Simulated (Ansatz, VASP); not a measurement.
# Te in two plane-wave programs, part 2 of 2

Aim: how closely do two programs agree when they are given the same cell, functional and k mesh? The cell is taken from a series of runs on this material, whose earlier steps may have relaxed, scaled, displaced or heated it; both programs get it as it stands.

VASP 6.6.1 and Ansatz 0.2.0.

So far. Step 3 (VASP: single point, PBEsol): The run ends at a pressure of -1.40 GPa, with forces up to 0.018 eV/Å. Step 5 (VASP: single point, BLYP): The run ends at a pressure of 4.82 GPa, with forces up to 0.14 eV/Å.

**6. Ansatz: single point, BLYP**

Level of this step: Ansatz beside VASP: Kohn-Sham DFT, plane waves, BLYP (Ansatz).

The same cell, functional (in two slightly different forms), mesh and smearing now go to Ansatz, which takes its cutoff from its data sets.

The cell is taken from a series of runs on this material, whose earlier steps may have relaxed, scaled, displaced or heated it; both programs get it as it stands.

Input file input.yaml:

```yaml
crystal:
  lattice:
    - [4.4572, 0.0, 0.0]
    - [-2.2286, 3.8600484297, 0.0]
    - [0.0, 0.0, 5.929]
  atoms:
    - { symbol: Te, position: [0.2729113547, 0.0, 0.3333333333] }
    - { symbol: Te, position: [0.0, 0.2729113547, 0.6666666667] }
    - { symbol: Te, position: [0.7270886453, 0.7270886453, 0.0] }
kpoints:
  mp_grid: { grid: [9, 9, 6] }
  band_path:
    path:
      - [0.0, 0.0, 0.0]
      - [0.05, 0.0, 0.0]
      - [0.1, 0.0, 0.0]
      - [0.15, 0.0, 0.0]
      - [0.2, 0.0, 0.0]
      - [0.25, 0.0, 0.0]
      - [0.3, 0.0, 0.0]
      - [0.35, 0.0, 0.0]
      - [0.4, 0.0, 0.0]
      - [0.45, 0.0, 0.0]
      - [0.5, 0.0, 0.0]
      - [0.48333333, 0.03333333, 0.0]
      - [0.46666667, 0.06666667, 0.0]
      - [0.45, 0.1, 0.0]
      - [0.43333333, 0.13333333, 0.0]
      - [0.41666667, 0.16666667, 0.0]
      - [0.4, 0.2, 0.0]
      - [0.38333333, 0.23333333, 0.0]
      - [0.36666667, 0.26666667, 0.0]
      - [0.35, 0.3, 0.0]
      - [0.33333333, 0.33333333, 0.0]
      - [0.3, 0.3, 0.0]
      - [0.26666667, 0.26666667, 0.0]
      - [0.23333333, 0.23333333, 0.0]
      - [0.2, 0.2, 0.0]
      - [0.16666667, 0.16666667, 0.0]
      - [0.13333333, 0.13333333, 0.0]
      - [0.1, 0.1, 0.0]
      - [0.06666667, 0.06666667, 0.0]
      - [0.03333333, 0.03333333, 0.0]
      - [0.0, 0.0, 0.0]
      - [0.0, 0.0, 0.05]
      - [0.0, 0.0, 0.1]
      - [0.0, 0.0, 0.15]
      - [0.0, 0.0, 0.2]
      - [0.0, 0.0, 0.25]
      - [0.0, 0.0, 0.3]
      - [0.0, 0.0, 0.35]
      - [0.0, 0.0, 0.4]
      - [0.0, 0.0, 0.45]
      - [0.0, 0.0, 0.5]
      - [0.05, 0.0, 0.5]
      - [0.1, 0.0, 0.5]
      - [0.15, 0.0, 0.5]
      - [0.2, 0.0, 0.5]
      - [0.25, 0.0, 0.5]
      - [0.3, 0.0, 0.5]
      - [0.35, 0.0, 0.5]
      - [0.4, 0.0, 0.5]
      - [0.45, 0.0, 0.5]
      - [0.5, 0.0, 0.5]
      - [0.48333333, 0.03333333, 0.5]
      - [0.46666667, 0.06666667, 0.5]
      - [0.45, 0.1, 0.5]
      - [0.43333333, 0.13333333, 0.5]
      - [0.41666667, 0.16666667, 0.5]
      - [0.4, 0.2, 0.5]
      - [0.38333333, 0.23333333, 0.5]
      - [0.36666667, 0.26666667, 0.5]
      - [0.35, 0.3, 0.5]
      - [0.33333333, 0.33333333, 0.5]
      - [0.3, 0.3, 0.5]
      - [0.26666667, 0.26666667, 0.5]
      - [0.23333333, 0.23333333, 0.5]
      - [0.2, 0.2, 0.5]
      - [0.16666667, 0.16666667, 0.5]
      - [0.13333333, 0.13333333, 0.5]
      - [0.1, 0.1, 0.5]
      - [0.06666667, 0.06666667, 0.5]
      - [0.03333333, 0.03333333, 0.5]
      - [0.0, 0.0, 0.5]
      - [0.5, 0.0, 0.5]
      - [0.5, 0.0, 0.45]
      - [0.5, 0.0, 0.4]
      - [0.5, 0.0, 0.35]
      - [0.5, 0.0, 0.3]
      - [0.5, 0.0, 0.25]
      - [0.5, 0.0, 0.2]
      - [0.5, 0.0, 0.15]
      - [0.5, 0.0, 0.1]
      - [0.5, 0.0, 0.05]
      - [0.5, 0.0, 0.0]
      - [0.33333333, 0.33333333, 0.5]
      - [0.33333333, 0.33333333, 0.45]
      - [0.33333333, 0.33333333, 0.4]
      - [0.33333333, 0.33333333, 0.35]
      - [0.33333333, 0.33333333, 0.3]
      - [0.33333333, 0.33333333, 0.25]
      - [0.33333333, 0.33333333, 0.2]
      - [0.33333333, 0.33333333, 0.15]
      - [0.33333333, 0.33333333, 0.1]
      - [0.33333333, 0.33333333, 0.05]
      - [0.33333333, 0.33333333, 0.0]
    npoints: 1
hamiltonian:
  xc: blyp
scf:
  occupations: { method: gaussian, width: 0.01 }
  n_extra_bands: 5
output:
  forces: true
  stress: true
  eigenvalues: true
  populations: true
```

Started as:

```console
> ansatz run input.yaml --threads 4 --pin off --max-ram 8192MiB --backend cpu --events-out ev --progress --plain --runs-dir out
```

Numbers of over 12 decimals in the logs are rounded to 6 here.

Output:

```text
[...]
Crystal: 3 atoms, lattice volume = 102.008 Å³
Basis set: ecut = 420 eV, 2017 PW (Γ), exchange–correlation on 60×60×80 points (8 copies of the dense FFT grid, shifted against one another)
Bands: 29, of which v1, the nominal top of the filled ones, is band 24 counted from 1 (23 counted from 0)
Symmetry: 6 space group operations
[...]
k-points: 62 of 486 (time reversal used)
[...]
k-point 2: bands = [... 20 lower, 6.6129, 7.7440, 7.8979, 8.2226, 9.6289, 9.6909, 9.9344, 13.6035, ... 1 higher]
  k-point 61: bands = [... 20 lower, 4.2087, 8.2567, 9.1185, 9.1185, 9.3404, 10.3675, 10.3675, 15.3408, ... 1 higher]
--- Löwdin populations: 3 sites ---
  site symbol       q [e]
     0     Te     15.9594
     1     Te     15.9594
     2     Te     15.9594
  spilling = 0.002537 (of n_electrons = 48.000000)
[key lines of the parts left out:]
SCF converged after 7 iterations
Free energy (F): -20991.377876 eV
Fermi energy:    9.229587 eV
P = ⅓ Tr σ = 4.5934 GPa (45.934 kbar)
```

**7. Comparison**

What differs besides the data sets and the points named for the pairs above, as far as they apply: the data sets hold 48 valence electrons in Ansatz (on its default PAW (the set named soft_2) files) and 18 in VASP; VASP's log shows a relativistic correction to its local exchange, Ansatz's none. Total energies have different zeros and are not compared.

The two programs side by side:

| quantity | Ansatz | VASP | difference |
| --- | --- | --- | --- |
| pressure (GPa) | 4.59 | 4.82 | -0.23 |
| gap on the k mesh (eV) | 0.222 | 0.204 | +0.018 |

Forces (eV/Å; atoms numbered as in POSCAR):

| atom | Ansatz x, y, z | VASP x, y, z |
| --- | --- | --- |
| Te1 | 0.103, 0.000, 0.000 | 0.139, 0.000, 0.000 |
| Te2 | -0.052, 0.089, 0.000 | -0.070, 0.121, 0.000 |
| Te3 | -0.052, -0.089, 0.000 | -0.070, -0.121, 0.000 |

The forces differ by 21 meV/Å r.m.s., which is 26.0 % of the r.m.s. force of 0.080 eV/Å (both taken over all components). A gap on the mesh is an upper bound, since the band edges may lie between its points.

**8. Other set-ups**

Further runs change the set-up of one program: Ansatz's method, potentials or start, or VASP's data sets, cutoff or form of LDA. The table gives Ansatz less VASP for each quantity, since a change that brings one quantity closer may part another.

| run | r.m.s. force difference (meV/Å) | pressure (GPa) | gap on the k mesh (eV) |
| --- | --- | --- | --- |
| as above | 21 | -0.23 | 0.018 |
| VASP with the data sets Te_sv_GW and a cutoff of 600 eV | 5.3 | 0.68 | -0.0044 |

**9. Ansatz: single point, r2SCAN**

A single point takes one fixed geometry, so differences don't come from the geometry; what else differs is listed under the comparison.

The cell is taken from a series of runs on this material, whose earlier steps may have relaxed, scaled, displaced or heated it; both programs get it as it stands.

input.yaml, as its differences from that of step 6:

```diff
@@ -108,3 +108,3 @@
 hamiltonian:
-  xc: blyp
+  xc: r2scan
 scf:
```

Output:

```text
[...]
Crystal: 3 atoms, lattice volume = 102.008 Å³
Basis set: ecut = 500 eV, 2595 PW (Γ), exchange–correlation on 144×144×180 points (64 copies of the dense FFT grid, shifted against one another)
Bands: 29, of which v1, the nominal top of the filled ones, is band 24 counted from 1 (23 counted from 0)
Symmetry: 6 space group operations
[...]
k-point 2: bands = [... 20 lower, 5.9072, 7.0766, 7.3062, 7.5958, 9.2157, 9.2187, 9.5482, 13.1816, ... 1 higher]
  k-point 61: bands = [... 20 lower, 3.3579, 7.6216, 8.6019, 8.6019, 8.9557, 9.9602, 9.9602, 14.9630, ... 1 higher]
--- Löwdin populations: 3 sites ---
  site symbol       q [e]
     0     Te     15.9540
     1     Te     15.9540
     2     Te     15.9540
  spilling = 0.002876 (of n_electrons = 48.000000)
[key lines of the parts left out:]
SCF converged after 6 iterations
Free energy (F): -20984.434732 eV
Fermi energy:    8.778906 eV
P = ⅓ Tr σ = 0.3583 GPa (3.583 kbar)
```

**10. VASP: single point, r2SCAN**

The same cell, functional, mesh and smearing now go to VASP, with its own data sets.

Input file INCAR:

```
SYSTEM = Te
PREC = Accurate
ENCUT = 550
EDIFF = 1E-06
NELM = 120
ISMEAR = 0
SIGMA = 0.01
LREAL = .FALSE.
ALGO = Normal
METAGGA = R2SCAN
LASPH = .TRUE.
NBANDS = 15
LORBIT = 11
LWAVE = .FALSE.
LCHARG = .FALSE.
ISIF = 2
GGA_COMPAT = .FALSE.
EFERMI = MIDGAP
LMIXTAU = .TRUE.
KPAR = 2
```

Input file POSCAR:

```
Te
1.0
    4.4572000000      0.0000000000      0.0000000000
   -2.2286000000      3.8600484297      0.0000000000
    0.0000000000      0.0000000000      5.9290000000
Te
3
Direct
    0.2729113547      0.0000000000      0.3333333333
    0.0000000000      0.2729113547      0.6666666667
    0.7270886453      0.7270886453      0.0000000000
```

Input file KPOINTS:

```
Automatic mesh
0
Gamma
9 9 6
0 0 0
```

Potentials, in the order of the species: Te (PBE family, release 64).

Started as:

```console
> mpirun -np 2 vasp_std
```

Output:

```text
[banner, memory and clock lines left out]
running    2 mpi-ranks, on    1 nodes
[...]
[... a notice as in an earlier step ...]

 LDA part: xc-table for (None), standard interpolation
 POSCAR, INCAR and KPOINTS ok, starting setup
[...]
entering main loop
       N       E                     dE             d eps       ncg     rms          rms(c)
DAV:   1     0.789308824633E+01    0.78931E+01   -0.69541E+03  1860   0.103E+03
DAV:   2    -0.742676343950E+02   -0.82161E+02   -0.78424E+02  2516   0.145E+02
DAV:   3    -0.792313316046E+02   -0.49637E+01   -0.49339E+01  2182   0.407E+01
DAV:   4    -0.793025287371E+02   -0.71197E-01   -0.71186E-01  2567   0.581E+00
[...]
DAV:  19    -0.762192388707E+02    0.18319E-05   -0.25978E-06  1829   0.142E-02    0.822E-03
DAV:  20    -0.762192418666E+02   -0.29959E-05   -0.97832E-07  1371   0.893E-03    0.138E-03
DAV:  21    -0.762192425420E+02   -0.67536E-06   -0.19668E-07   965   0.448E-03
   1 F= -.76219243E+02 E0= -.76219243E+02  d E =-.377695-120
```

From OUTCAR (step 10):

```text
  Total        0.2390481      0.2390481      0.2200307     -0.0000000      0.0000000     -0.0000000
  in kB        3.7545642      3.7545642      3.4558716     -0.0000000      0.0000000     -0.0000000
  external PRESSURE =       3.6550000 kB  Pullay stress =       0.0000000 kB

 POSITION                                       TOTAL-FORCE (eV/Angst)
 -----------------------------------------------------------------------------------
      1.21642      0.00000      1.97633        -0.168899      0.000000     -0.000000
     -0.60821      1.05345      3.95267         0.084450     -0.146271      0.000000
      1.62039      2.80660      0.00000         0.084450      0.146271     -0.000000
 -----------------------------------------------------------------------------------
    total drift:                                0.000000     -0.000000      0.000000

  FREE ENERGIE OF THE ION-ELECTRON SYSTEM (eV)
  ---------------------------------------------------
  free  energy   TOTEN  =       -76.2192425420 eV

  energy  without entropy=      -76.2192425420  energy(sigma->0) =      -76.21924254

[... 1 part as in an earlier step ...]

[... 2 further parts left out ...]
[key lines of the parts left out:]
E-fermi :   5.9622
```

The run ends at a pressure of 0.37 GPa, with forces up to 0.17 eV/Å.

**11. Comparison**

What differs besides the data sets and the points named for the pairs above, as far as they apply: VASP keeps PBE cores, Ansatz makes them for the functional; the data sets hold 48 valence electrons in Ansatz (on its default PAW (the set named soft_2) files) and 18 in VASP; the cutoff is 500 eV in Ansatz and 550 eV in VASP. Total energies have different zeros and are not compared.

Compared:

| quantity | Ansatz | VASP | difference |
| --- | --- | --- | --- |
| pressure (GPa) | 0.36 | 0.37 | -0.01 |
| gap on the k mesh (eV) | 0.354 | 0.327 | +0.027 |

Forces (eV/Å; atoms numbered as in POSCAR):

| atom | Ansatz x, y, z | VASP x, y, z |
| --- | --- | --- |
| Te1 | -0.194, 0.000, 0.000 | -0.169, 0.000, 0.000 |
| Te2 | 0.097, -0.168, 0.000 | 0.084, -0.146, 0.000 |
| Te3 | 0.097, 0.168, 0.000 | 0.084, 0.146, 0.000 |

The forces differ by 14 meV/Å r.m.s., which is 14.7 % of the r.m.s. force of 0.098 eV/Å (both taken over all components). A gap on the mesh is an upper bound, since the band edges may lie between its points.

**12. Outcome**

```
difference in gap on the k mesh (single point, PBEsol) : 0.018 eV
r.m.s. force difference (single point, PBEsol)         : 11 meV/Å
r.m.s. force difference (single point, BLYP)           : 21 meV/Å
r.m.s. force difference (single point, r2SCAN)         : 14 meV/Å
```

In words: The r.m.s. force difference is 21 meV/Å (single point, BLYP), beyond the 12 meV/Å picked in this series as the mark of a large difference. The data sets hold unlike numbers of valence electrons (48 in Ansatz and 18 in VASP), so part of the differences may come from the potentials. Single point, BLYP, VASP with the data sets Te_sv_GW and a cutoff of 600 eV: r.m.s. force difference goes from 21 to 5.3 meV/Å; the difference in pressure goes from -0.23 to 0.68 GPa; the difference in gap on the k mesh goes from 0.018 to -0.0044 eV. What causes the difference of the single point, r2SCAN pair stays open here. 5 further pairs of this series are not shown here. How closely two codes agree says nothing of how well the functional describes the real material.

[Lines on the potential files, build, host, timing and source positions are cut from VASP's logs without a mark.]

[Logs are printed without paths, hosts, clocks, repeated set-up lines and the standing remarks that a program may print on its own settings, such as how far it seeks lower states.]

[Hosts, paths, dates, database ids (printed as entryN), source tags and the programs' standing remarks are cut or masked in the printed files.]
